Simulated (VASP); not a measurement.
The system is Ti4AlC3.

```
Ti Al C
1.0
     3.06000    0.00000    0.00000
    -1.53000    2.65004    0.00000
     0.00000    0.00000   23.61000
Ti Al C
8 2 6
Cartesian
  0.0000 1.7667 1.3222
  1.5300 0.8833 22.2878
  1.5300 0.8833 13.1272
  0.0000 1.7667 10.4828
  0.0000 0.0000 3.5887
  0.0000 0.0000 20.0213
  0.0000 0.0000 15.3937
  0.0000 0.0000 8.2163
  0.0000 1.7667 5.9025
  1.5300 0.8833 17.7075
  0.0000 0.0000 0.0000
  0.0000 0.0000 11.8050
  1.5300 0.8833 2.6113
  0.0000 1.7667 20.9987
  0.0000 1.7667 14.4163
  1.5300 0.8833 9.1937
```

The cell comes from a database or a generator and needn't be the stable form of this composition.

* Program: VASP 6.6.1
* Task: relaxation of cell and atoms
* Functional: r2SCAN
* Potentials or basis: VASP PAW PBE potentials, release 64 (Ti_sv, Al, C)
* Cutoff: 600 eV
* k mesh: 12 × 12 × 2
* Occupations: gaussian, width 0.03 eV
* Spin: no spin polarisation

At the start: pressure 4.3 GPa; volume 11.97 Å³/atom.

Q: Where does the relaxation end?

A: Over 14 steps the energy falls by 65.9 meV/atom and the volume is 12.07 Å³/atom (+0.8 %); space group P6_3/mmc (No. 194, to 0.05 Å).

Step by step:
```
step  energy change (eV)  largest force (eV/Å)  pressure (GPa)  volume (Å³)
   1              0.0000                3.3587            4.34       191.46
   2             -0.4646                1.7046           -8.36       200.56
   3             -0.9616                0.4085           -4.20       196.65
   4             -0.9820                0.5353            3.96       189.12
   5             -1.0357                0.2059            0.03       192.51
   6             -1.0444                0.1142            0.27       192.40
   7             -1.0459                0.1566            0.41       192.34
   8             -1.0515                0.0828           -0.23       193.04
   9             -1.0520                0.1070           -0.74       193.50
  10             -1.0522                0.1016           -0.49       193.34
  11             -1.0545                0.0558            0.33       192.85
  12             -1.0548                0.0319            0.09       192.97
  13             -1.0549                0.0133            0.00       193.10
  14             -1.0550                0.0042            0.05       193.07
```

Final structure:
```cif
data_structure
_symmetry_space_group_name_H-M 'P 1'
_symmetry_Int_Tables_number 1
_cell_length_a 3.0757
_cell_length_b 3.0757
_cell_length_c 23.5672
_cell_angle_alpha 90.000
_cell_angle_beta 90.000
_cell_angle_gamma 120.000
_cell_volume 193.07
loop_
_atom_site_label
_atom_site_type_symbol
_atom_site_fract_x
_atom_site_fract_y
_atom_site_fract_z
_atom_site_occupancy
Ti1 Ti 0.33333 0.66667 0.05100 1
Ti2 Ti 0.66667 0.33333 0.94900 1
Ti3 Ti 0.66667 0.33333 0.55100 1
Ti4 Ti 0.33333 0.66667 0.44900 1
Ti5 Ti 0.00000 0.00000 0.15332 1
Ti6 Ti 0.00000 0.00000 0.84668 1
Ti7 Ti 0.00000 0.00000 0.65332 1
Ti8 Ti 0.00000 0.00000 0.34668 1
Al1 Al 0.33333 0.66667 0.25000 1
Al2 Al 0.66667 0.33333 0.75000 1
C1 C 0.00000 0.00000 0.00000 1
C2 C 0.00000 0.00000 0.50000 1
C3 C 0.66667 0.33333 0.10820 1
C4 C 0.33333 0.66667 0.89180 1
C5 C 0.33333 0.66667 0.60820 1
C6 C 0.66667 0.33333 0.39180 1
```

Caveat: the PAW data sets were made with another functional, which shifts forces and pressure a little.
